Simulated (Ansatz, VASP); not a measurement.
# SnSe2: VASP beside Ansatz

One calculation is typed for both programs; each brings its own data sets. How far apart do they land? Of the first pair: The cell is taken from a series of runs on this material, whose earlier steps may have relaxed, scaled, displaced or heated it; both programs get it as it stands.

Method: plane waves, with VASP 6.6.1 beside it; relaxation of cell and atoms at PBEsol and relaxation of cell and atoms at PBE with D3(BJ), in Ansatz 0.2.0.

### 1. Set-up

The structure is trigonal, space group P-3m1 (No. 164). Conventional cell: a = 3.819 Å, b = 3.819 Å, c = 6.141 Å, α = 90.00°, β = 90.00°, γ = 120.00°. Nearest to Sn lie 6 Se at 2.72 Å. Nearest to Se lie 3 Sn at 2.72 Å. Farther neighbours and most contacts between anions are not listed.

Structure file:

```
Sn Se
1.0
     3.81918    0.00000    0.00000
    -1.90959    3.30750    0.00000
     0.00000    0.00000    6.14090
Sn Se
1 2
Cartesian
  0.0000 0.0000 0.0000
  0.0000 2.2050 1.5862
  1.9096 1.1025 4.5547
```

### 2. VASP: relaxation of cell and atoms, PBEsol

The relaxed volume is the usual yardstick between codes: in a stiff, nearly cubic crystal its relative difference is about their pressure difference at one cell divided by the bulk modulus.

Lines of VASP's logs that name or quote its potential files are left out, and so is its time.

INCAR

```
SYSTEM = SnSe2
PREC = Accurate
ENCUT = 500
EDIFF = 1E-07
NELM = 120
ISMEAR = 0
SIGMA = 0.02
LREAL = .FALSE.
ALGO = Normal
GGA = PS
NBANDS = 19
LORBIT = 11
LWAVE = .FALSE.
LCHARG = .FALSE.
ISIF = 3
IBRION = 2
NSW = 80
EDIFFG = -0.005
LASPH = .TRUE.
GGA_COMPAT = .FALSE.
NELMIN = 4
EFERMI = MIDGAP
KPAR = 2
```

POSCAR

```
SnSe2
1.0
    3.8191760000      0.0000000000      0.0000000000
   -1.9095880000      3.3075030000      0.0000000000
    0.0000000000      0.0000000000      6.1409010000
Sn Se
1 2
Direct
    0.0000000000      0.0000000000      0.0000000000
    0.3333333333      0.6666666667      0.2583078607
    0.6666666667      0.3333333333      0.7416921393
```

KPOINTS

```
Automatic mesh
0
Gamma
9 9 6
0 0 0
```

Potentials, in the order of the species: Sn_d and Se (PBE family, release 64).

Command:

```
mpirun -np 2 vasp_std
```

Numbers of over 12 decimals in the logs are rounded to 6 here.

Log:

```text
[banner, memory and clock lines left out]
running    2 mpi-ranks, on    1 nodes
 distrk:  each k-point on    1 cores,    2 groups
 distr:  one band on    1 cores,    1 groups

 POSCAR found type information on POSCAR SnSe
 POSCAR found :  2 types and       3 ions
|                                                                             |
|               ----> ADVICE to this user running VASP <----                  |
|                                                                             |
|     You enforced a specific xc type in the INCAR file but a different       |
|     [... a line on the potential file left out ...]
|     I HOPE YOU KNOW WHAT YOU ARE DOING!                                     |
|                                                                             |

 LDA part: xc-table for (Slater+PW92), standard interpolation
 POSCAR, INCAR and KPOINTS ok, starting setup
 FFT: planning ... GRIDC
 FFT: planning ... GRID_SOFT
 FFT: planning ... GRID
 WAVECAR not read
 entering main loop
       N       E                     dE             d eps       ncg     rms          rms(c)
DAV:   1     0.197201277614E+03    0.19720E+03   -0.12037E+04  2399   0.151E+03
DAV:   2     0.930098712951E+01   -0.18790E+03   -0.18205E+03  2502   0.378E+02
DAV:   3    -0.124835007800E+02   -0.21784E+02   -0.21287E+02  2962   0.114E+02
DAV:   4    -0.132294687995E+02   -0.74597E+00   -0.74446E+00  2774   0.221E+01
DAV:   5    -0.132464998094E+02   -0.17031E-01   -0.17030E-01  3218   0.355E+00    0.493E+00
DAV:   6    -0.130102771212E+02    0.23622E+00   -0.47630E-01  3449   0.786E+00    0.313E+00
DAV:   7    -0.129847286141E+02    0.25549E-01   -0.14010E-01  2789   0.265E+00    0.903E-01
DAV:   8    -0.129828181709E+02    0.19104E-02   -0.10713E-02  2938   0.100E+00    0.255E-01
DAV:   9    -0.129828505687E+02   -0.32398E-04   -0.11447E-03  2577   0.255E-01    0.744E-02
DAV:  10    -0.129828517169E+02   -0.11482E-05   -0.95002E-05  2990   0.632E-02    0.283E-02
DAV:  11    -0.129828631594E+02   -0.11442E-04   -0.21557E-05  2473   0.264E-02    0.584E-03
DAV:  12    -0.129828632736E+02   -0.11426E-06   -0.12054E-06  3193   0.852E-03    0.465E-03
DAV:  13    -0.129828635315E+02   -0.25792E-06   -0.83846E-07  2515   0.561E-03    0.175E-03
DAV:  14    -0.129828635565E+02   -0.24970E-07   -0.33748E-08  1667   0.113E-03
   1 F= -.12982864E+02 E0= -.12982864E+02  d E =-.129829E+02
 curvature:   0.00 expect dE= 0.000E+00 dE for cont linesearch  0.000E+00
 trial: gam= 0.00000 g(F)=  0.231E-04 g(S)=  0.107E-03 ort = 0.000E+00 (trialstep = 0.100E+01)
 search vector abs. value=  0.131E-03
 bond charge predicted
       N       E                     dE             d eps       ncg     rms          rms(c)
DAV:   1    -0.129837446909E+02   -0.88116E-03   -0.20324E-02  3017   0.207E+00    0.163E-01
DAV:   2    -0.129830801117E+02    0.66458E-03   -0.12422E-03  3104   0.561E-01    0.748E-02
DAV:   3    -0.129828849396E+02    0.19517E-03   -0.54258E-04  3086   0.336E-01    0.142E-02
DAV:   4    -0.129828803419E+02    0.45977E-05   -0.27215E-05  2452   0.496E-02    0.853E-03
DAV:   5    -0.129828766804E+02    0.36615E-05   -0.23432E-06  3282   0.140E-02    0.213E-03
DAV:   6    -0.129828764195E+02    0.26090E-06   -0.14362E-07  1914   0.330E-03    0.898E-04
DAV:   7    -0.129828763709E+02    0.48667E-07   -0.30481E-08  1262   0.164E-03
   2 F= -.12982876E+02 E0= -.12982876E+02  d E =-.128144E-04
 trial-energy change:   -0.000013  1 .order   -0.000014   -0.000131    0.000102
 step:   0.5523(harm=  0.5608)  dis= 0.00041  next Energy=   -12.982899 (dE=-0.358E-04)
 bond charge predicted
       N       E                     dE             d eps       ncg     rms          rms(c)
DAV:   1    -0.129830721259E+02   -0.19571E-03   -0.40655E-03  3017   0.921E-01    0.733E-02
DAV:   2    -0.129829375616E+02    0.13456E-03   -0.24956E-04  3107   0.252E-01    0.335E-02
DAV:   3    -0.129828995980E+02    0.37964E-04   -0.10834E-04  3089   0.151E-01    0.638E-03
DAV:   4    -0.129828996747E+02   -0.76731E-07   -0.54389E-06  2452   0.221E-02    0.384E-03
DAV:   5    -0.129828998232E+02   -0.14849E-06   -0.46697E-07  3029   0.625E-03    0.953E-04
DAV:   6    -0.129828998971E+02   -0.73850E-07   -0.28661E-08  1238   0.152E-03
   3 F= -.12982900E+02 E0= -.12982900E+02  d E =-.363406E-04
 curvature:  -0.28 expect dE=-0.193E-06 dE for cont linesearch -0.194E-07
 trial: gam=-0.01777 g(F)=  0.575E-09 g(S)=  0.687E-06 ort = 0.301E-05 (trialstep = 0.910E+00)
 search vector abs. value=  0.622E-06
 reached required accuracy - stopping structural energy minimisation
```

OUTCAR, selected parts (step 2):

```text
ion  position               nearest neighbor table
   1  0.000  0.000  0.000-   2 2.72   3 2.72   3 2.72   2 2.72   3 2.72   2 2.72
   2  0.333  0.667  0.258-   1 2.72   1 2.72   1 2.72
   3  0.667  0.333  0.742-   1 2.72   1 2.72   1 2.72

  LATTYP: Found a hexagonal cell.
 ALAT       =     3.8191760000
 C/A-ratio  =     1.6079125445

 Subroutine GETGRP returns: Found 12 space group operations
 (whereof 12 operations were pure point group operations)

The static configuration has the point symmetry D_3d.

 Found     62 irreducible k-points:

   k-points           NKPTS =     62   k-points in BZ     NKDIM =     62   number of bands    NBANDS=     19

   dimension x,y,z NGX =    28 NGY =   28 NGZ =   48
   dimension x,y,z NGXF=    56 NGYF=   56 NGZF=   96

   ENCUT  =  500.0 eV  36.75 Ry    6.06 a.u.   6.96  6.96 11.20*2*pi/ulx,y,z

   NELECT =      26.0000    total number of electrons

 k-points in reciprocal lattice and weights: Automatic mesh
   0.00000000  0.00000000  0.00000000       0.002
   0.11111111  0.00000000  0.00000000       0.012
   0.22222222  0.00000000  0.00000000       0.012
   0.33333333  0.00000000  0.00000000       0.012
   0.44444444  0.00000000  0.00000000       0.012
   0.11111111  0.11111111  0.00000000       0.012
   0.22222222  0.11111111  0.00000000       0.025
   0.33333333  0.11111111  0.00000000       0.025
   0.44444444  0.11111111  0.00000000       0.012
[...]
0.33333333  0.22222222  0.50000000       0.025
   0.33333333  0.33333333  0.50000000       0.004

 average (electrostatic) potential at core
       1-102.5165       2 -53.3700       3 -53.3700

 E-fermi :   4.2761

 k-point     1 :       0.0000    0.0000    0.0000
  band No.  band energies     occupation
    ...
      9       3.4537      2.00000
     10       3.4537      2.00000
     11       3.6907      2.00000
     12       3.6907      2.00000
     13       3.9277      2.00000
     14       4.8885      0.00000
     15       6.9927      0.00000
     16       8.6149      0.00000
     17       8.6149      0.00000
     18      12.0281      0.00000
    ...

 k-point     2 :       0.1111    0.0000    0.0000
  band No.  band energies     occupation
    ...
      9       2.1881      2.00000
     10       2.9627      2.00000
     11       3.0193      2.00000
     12       3.9227      2.00000
     13       4.0108      2.00000
     14       5.8351      0.00000
     15       7.5911      0.00000
     16       8.2957      0.00000
     17       8.8221      0.00000
     18      11.7374      0.00000
    ...

 k-point     3 :       0.2222    0.0000    0.0000
  band No.  band energies     occupation
    ...
      9       0.7555      2.00000
     10       1.9102      2.00000
     11       2.3264      2.00000
     12       3.8438      2.00000
     13       3.9563      2.00000
     14       6.0579      0.00000
     15       7.7213      0.00000
     16       9.1574      0.00000
     17       9.2409      0.00000
     18      10.5799      0.00000
    ...

  Total       -0.0021049     -0.0021049      0.0058196      0.0000000      0.0000000      0.0000000
  in kB       -0.0434215     -0.0434215      0.1200514      0.0000000      0.0000000      0.0000000
  external PRESSURE =       0.0110695 kB  Pullay stress =       0.0000000 kB

  energy-cutoff  :      500.00
  volume of cell :       77.67
      direct lattice vectors                 reciprocal lattice vectors
     3.820518947 -0.000000000  0.000000000     0.261744547  0.151118304  0.000000000
    -1.910259474  3.308666026  0.000000000     0.000000000  0.302236609  0.000000000
    -0.000000000 -0.000000000  6.144148859    -0.000000000 -0.000000000  0.162756473

 POSITION                                       TOTAL-FORCE (eV/Angst)
 -----------------------------------------------------------------------------------
     -1.91026      3.30867      0.00000        -0.000000     -0.000000      0.000000
     -0.00000      2.20578      1.58749         0.000000     -0.000000      0.000077
      1.91026      1.10289      4.55665        -0.000000      0.000000     -0.000077
 -----------------------------------------------------------------------------------
    total drift:                               -0.000000      0.000000     -0.000000

  FREE ENERGIE OF THE ION-ELECTRON SYSTEM (eV)
  ---------------------------------------------------
  free  energy   TOTEN  =       -12.9828998971 eV

  energy  without entropy=      -12.9828998971  energy(sigma->0) =      -12.98289990

 reached required accuracy - stopping structural energy minimisation

 total charge
# of ion       s       p       d       tot
------------------------------------------
    1        1.062   1.026  10.098  12.186
    2        1.488   2.289   0.028   3.805
    3        1.488   2.289   0.028   3.805
--------------------------------------------------
tot          4.038   5.605  10.154  19.796

[... 3 further parts left out ...]
```

CONTCAR:

```
SnSe2
   1.00000000000000
     3.8205189473266059   -0.0000000000000000    0.0000000000000000
    -1.9102594736633030    3.3086660260392420    0.0000000000000000
    -0.0000000000000000   -0.0000000000000000    6.1441488593013052
  Sn              Se
     1     2
Direct
     0.0000000000000000    1.0000000000000000    0.0000000000000000
     0.3333333332999970    0.6666666667000030    0.2583750433014644
     0.6666666667000030    0.3333333332999970    0.7416249566985356
```

### 3. Ansatz: relaxation of cell and atoms, PBEsol

Ansatz runs on its default PAW (the set named soft_2) files.

The same cell, functional, mesh and smearing now go to Ansatz, which takes its cutoff from its data sets.

input.yaml

```yaml
crystal:
  lattice:
    - [3.8191757802, 0.0, 0.0]
    - [-1.9095878901, 3.3075032472, 0.0]
    - [0.0, 0.0, 6.1409008998]
  atoms:
    - { symbol: Sn, position: [0.0, 0.0, 0.0] }
    - { symbol: Se, position: [0.3333333333, 0.6666666667, 0.2583078385] }
    - { symbol: Se, position: [0.6666666667, 0.3333333333, 0.7416921615] }
kpoints:
  mp_grid: { grid: [9, 9, 6] }
hamiltonian:
  xc: pbesol
scf:
  occupations: { method: gaussian, width: 0.02 }
output:
  forces: true
  stress: true
  eigenvalues: true
relax:
  adjacent_minimum: "off"
  f_tol: 0.005
  max_steps: 80
  cell: { stress_tol: 0.05 }
```

Command:

```
ansatz run input.yaml --threads 4 --pin off --max-ram 16384MiB --backend cpu --events-out ev --progress --plain --runs-dir out
```

Log:

```text
Engine: ansatz 0.2.0, aarch64-unknown-linux-gnu
Pseudopotentials: kind: paw
Pseudopotential: Sn, paw, valence charge 14, recommended cutoff 420 eV (normal), Sn.paw.azcp
Pseudopotential: Se, paw, valence charge 16, recommended cutoff 420 eV (normal), Se.paw.azcp
Functional definition: PBEsol
  exchange = pbesol_x
  correlation = pbesol_c
Crystal: 3 atoms, lattice volume = 77.571 Å³
Basis set: ecut = 420 eV, 1509 PW (Γ), exchange–correlation on 54×54×90 points (8 copies of the dense FFT grid, shifted against one another)
Bands: 28, of which v1, the nominal top of the filled ones, is band 23 counted from 1 (22 counted from 0)
Symmetry: 12 space group operations
Space group: P-3m1 (ITA 164), of the structure as read, at distance tolerance 4.3e-5 Å
k-points: 62 of 486
Non-local potential: Sn, projectors of the file, l = 0: 2, l = 1: 2, l = 2: 2, l = 3: 2
Non-local potential: Se, projectors of the file, l = 0: 2, l = 1: 2, l = 2: 3, l = 3: 1
PAW form: soft (Blöchl's): semilocal exchange-correlation on the pseudo side does not see the compensation charge
PAW frozen core: Sn, regenerated for the run's functional, and the local potential with it (the file was generated under x = pbe(κ = 0.804, μ = 0.219515), c = pbe(β = 0.066725))
PAW frozen core: Se, regenerated for the run's functional, and the local potential with it (the file was generated under x = pbe(κ = 0.804, μ = 0.219515), c = pbe(β = 0.066725))
PAW one-centre angular grid: Sn, 590 points (default); XC on 64 Gauss nodes
PAW one-centre angular grid: Se, 590 points (default); XC on 64 Gauss nodes
Initial density: superposition of atomic densities (neutral atoms: chi_scale 0, normalization atom), corrected by the library's trained network
Initial wavefunctions: pseudopotential atomic-orbital guess
Functional: x = pbesol(κ = 0.804, μ = 0.123457), c = pbesol(β = 0.046)
SCF iter   1: F=—  HF=-16799.222919 eV  |F-HF|=—  |Δ(HF+E_count)|=         —  Δρ=2.15e-3  dr2=3.47e-3  ethr=1.77e-3  ⟨swp⟩=6.8  Hψ=7796  notcnv=0
preconditioner: auto → Resta (q_TF=auto, 2.501 Å⁻¹)  ε∞=2.8  [insulator: Δε(μ)=0.477 eV  Ē_g=15.958 eV  σ=0.020 eV  W_gap=1.00  n_scr=22 (ndim 8)  ℏωp=21.5 eV  f_vac=0.060  D(μ)=0.00/eV (n_scr^D=0)  ε∞_Penn≈2.8]
SCF iter   2: F=—  HF=-16799.220108 eV  |F-HF|=—  |Δ(HF+E_count)|=   2.81e-3  Δρ=1.07e-3  dr2=7.99e-4  ethr=7.54e-6  ⟨swp⟩=3.0  Hψ=3910  notcnv=0  defer=62
SCF iter   3: F=—  HF=-16799.220065 eV  |F-HF|=—  |Δ(HF+E_count)|=   4.25e-5  Δρ=3.26e-4  dr2=6.41e-5  ethr=1.74e-6  ⟨swp⟩=2.0  Hψ=2728  notcnv=0  defer=62
SCF iter   4: F=—  HF=-16799.220075 eV  |F-HF|=—  |Δ(HF+E_count)|=   9.37e-6  Δρ=1.20e-4  dr2=1.13e-5  ethr=1.39e-7  ⟨swp⟩=2.0  Hψ=2353  notcnv=0  defer=62
SCF iter   5: F=—  HF=-16799.220081 eV  |F-HF|=—  |Δ(HF+E_count)|=   6.33e-6  Δρ=2.29e-5  dr2=7.89e-7  ethr=2.47e-8  ⟨swp⟩=2.0  Hψ=2081  notcnv=0  defer=62
SCF iter   6: F=-16799.220082 eV  HF=-16799.220081 eV  |F-HF|=1.04e-7  |Δ(HF+E_count)|=   3.18e-7  Δρ=9.00e-6  dr2=7.08e-8  ethr=2.17e-10  ⟨swp⟩=8.8  Hψ=8121  notcnv=0
SCF 1 converged in 6 iterations: F = -16799.220082 eV  dr2 = 7.08e-8
  greatest PAW one-centre occupation: 1.000 electrons in one spin orbital (limit 2), on the Se atom at site 2 (counted from 0), in its partial waves of l = 2
relax step   1: F+E_penalty+E_count = -16799.22008160 eV  Δ(F+E_penalty+E_count) = +0.000e0 eV  max|allowed force component| = 4.161e-3 eV/Å  Δτ_max = 0.0000 Å  P = -0.003 GPa  Ω = 77.571 Å³  (6 SCF iters, dr2 threshold 1.00e-7 eV, accepted)
Initial density: handed on by an earlier stage of this run
Initial wavefunctions: pseudopotential atomic-orbital guess (no wavefunctions were taken with the density)
iter 1 solved again at ethr=1.34e-7 eV; its pass at ethr=3.10e-3 eV (dr2=6.18e-5 eV) is discarded
SCF iter   1: F=—  HF=-16799.220081 eV  |F-HF|=—  |Δ(HF+E_count)|=         —  Δρ=9.06e-6  dr2=6.95e-8  ethr=1.34e-7  ⟨swp⟩=3.1  Hψ=11960  notcnv=0
preconditioner: auto → Resta (q_TF=auto, 2.501 Å⁻¹)  ε∞=2.8  [insulator: Δε(μ)=0.480 eV  Ē_g=15.994 eV  σ=0.020 eV  W_gap=1.00  n_scr=22 (ndim 8)  ℏωp=21.5 eV  f_vac=0.055  D(μ)=0.00/eV (n_scr^D=0)  ε∞_Penn≈2.8]
SCF iter   2: F=—  HF=-16799.220082 eV  |F-HF|=—  |Δ(HF+E_count)|=   4.22e-7  Δρ=5.56e-6  dr2=2.59e-8  ethr=1.51e-10  ⟨swp⟩=2.3  Hψ=3051  notcnv=0
SCF iter   3: F=—  HF=-16799.220082 eV  |F-HF|=—  |Δ(HF+E_count)|=   5.78e-8  Δρ=1.73e-6  dr2=4.07e-9  ethr=5.62e-11  ⟨swp⟩=2.0  Hψ=2232  notcnv=0
SCF iter   4: F=—  HF=-16799.220082 eV  |F-HF|=—  |Δ(HF+E_count)|=   5.26e-9  Δρ=5.01e-7  dr2=2.49e-10  ethr=8.86e-12  ⟨swp⟩=2.0  Hψ=3160  notcnv=0
SCF iter   5: F=—  HF=-16799.220082 eV  |F-HF|=—  |Δ(HF+E_count)|=  1.75e-10  Δρ=2.02e-7  dr2=3.06e-11  ethr=1.00e-12  ⟨swp⟩=3.0  Hψ=3162  notcnv=0
SCF iter   6: F=-16799.220082 eV  HF=-16799.220082 eV  |F-HF|=3.64e-12  |Δ(HF+E_count)|=  5.09e-11  Δρ=4.37e-8  dr2=2.45e-12  ethr=1.00e-12  ⟨swp⟩=6.0  Hψ=7591  notcnv=0
SCF 2 converged in 6 iterations: F = -16799.220082 eV  dr2 = 2.45e-12
relax step   2: F+E_penalty+E_count = -16799.22008163 eV  Δ(F+E_penalty+E_count) = -2.782e-8 eV  max|allowed force component| = 4.133e-3 eV/Å  Δτ_max = 0.0000 Å  P = -0.003 GPa  Ω = 77.571 Å³  stress off target by 1.69e-2 GPa  SCF on the basis re-selected at this cell (its energy is not comparable with the rows above)  (6 SCF iters)
basis re-selected at this cell: Δ(F+E_penalty+E_count) = -2.782e-8 eV, ΔP = +0.000 GPa vs the last step (what re-selecting the basis moved, of the pressure what is left beyond the Pulay correction that the steps carried, after the strain that the cell walked since its last selection, with what the two solves' SCF thresholds leave and, on support functions, any second-order correction that the steps lacked; it is no m [...]
SCF converged after 6 iterations
Free energy (F): -16799.220082 eV
Harris-Foulkes:  -16799.220082 eV  (|F-HF|=3.64e-12)
Internal energy: -16799.220082 eV  (E = F + TS)
E sigma→0 (E₀):  -16799.220082 eV
Fermi energy:    8.209094 eV
--- Per-component energies (eV) ---
  E_band       = -865.857245
  E_kinetic    = 424.822036
  E_local      = -5991.933842  (includes V_loc(G=0)·N_el)
  E_nonlocal   = -1214.412404
  E_hartree    = 3066.866850
  E_xc         = -584.550617
  E_vxc        = -291.714295  (∫ρ·V_xc dr)
  E_paw        = -7805.397441  (= ΣΔE_a)
  E_vpaw       = 73.648777  (= ΣTr[D̂ρ^β])
  E_aug_tail   = -0.001230  (compensation charges beyond the density's cutoff)
  E_ewald      = -4696.915174
  E_core_change = 2.301741  (= ΣΔE_core)
  E_smearing   = -0.000000  (= −TS)
  E_closure    = -0.000000  (closes the sum)
  Σ components = -16799.220082   (vs F -16799.220082, Δ=0.00e0)
--- Forces (eV/Å), atoms counted from 1 ---
  atom   1  Sn     0.00000000     0.00000000     0.00000000
  atom   2  Se     0.00000000     0.00000000    -0.00413295
  atom   3  Se     0.00000000    -0.00000000     0.00413295
  max |Σ_I F_I| component: 1.05e-30 eV/Å
--- Stress (GPa, compression-positive) ---
       -0.012781       0.000000      -0.000000
        0.000000      -0.012781       0.000000
       -0.000000       0.000000       0.016907
  P = ⅓ Tr σ = -0.0029 GPa (-0.029 kbar)
--- Band table (eV; the first three rows and the last of 62) ---
  k-point 0: bands = [... 19 lower, 7.3844, 7.6202, 7.6202, 7.8558, 8.8288, 10.9313, 12.5548, 12.5548, ... 1 higher]
  k-point 1: bands = [... 19 lower, 7.3403, 7.3403, 7.6824, 7.6824, 9.4362, 10.9292, 12.4743, 12.4743, ... 1 higher]
  k-point 2: bands = [... 19 lower, 7.2827, 7.2827, 7.7772, 7.7772, 10.1107, 10.8907, 12.3207, 12.3207, ... 1 higher]
  k-point 61: bands = [... 19 lower, 3.7723, 4.2370, 7.5689, 7.5689, 10.2410, 12.2743, 12.2743, 13.8088, ... 1 higher]
--- Relaxed structure (1 steps of the walk, 1 accepted, 1 SCFs on fresh bases) ---
  F+E_penalty+E_count = -16799.22008163 eV   max|allowed force component| = 4.133e-3 eV/Å   (the final SCF, on the basis selected at the relaxed cell)
  cell:  # Å, volume = 77.5715 Å³
    - [3.819176, 0.0, 0.0]
    - [-1.909588, 3.307503, 0.0]
    - [0.0, 0.0, 6.1409008998]
  atoms:
    - { symbol: Sn, position: [0.0, 0.0, 0.0] }
    - { symbol: Se, position: [0.333333, 0.666667, 0.2583078385] }
    - { symbol: Se, position: [0.666667, 0.333333, 0.741692] }
```

### 4. Comparison

Known differences besides the potentials themselves: the data sets hold 46 valence electrons in Ansatz (on its default PAW (the set named soft_2) files) and 26 in VASP; the cutoff is 420 eV in Ansatz and 500 eV in VASP; Ansatz makes its cores anew for this functional, VASP keeps those of its PBE data sets; Ansatz adds a Pulay correction to the stress that steers its cell, VASP none. Total energies have different zeros and are not compared.

The two programs side by side:

```
                                         quantity  Ansatz   VASP  difference
                                      volume (Å³)   77.57  77.67     -0.12 %
edge a after relaxation, in the typed setting (Å)   3.819  3.821     -0.03 %
edge c after relaxation, in the typed setting (Å)   6.141  6.144     -0.05 %
```

[end of part 1 of 2]

[Lines on the potential files, build, host, timing and source positions are cut from VASP's logs without a mark.]

[Logs are printed without paths, hosts, clocks, repeated set-up lines and the standing remarks that a program may print on its own settings, such as how far it seeks lower states.]

[Hosts, paths, dates, database ids (printed as entryN), source tags and the programs' standing remarks are cut or masked in the printed files.]
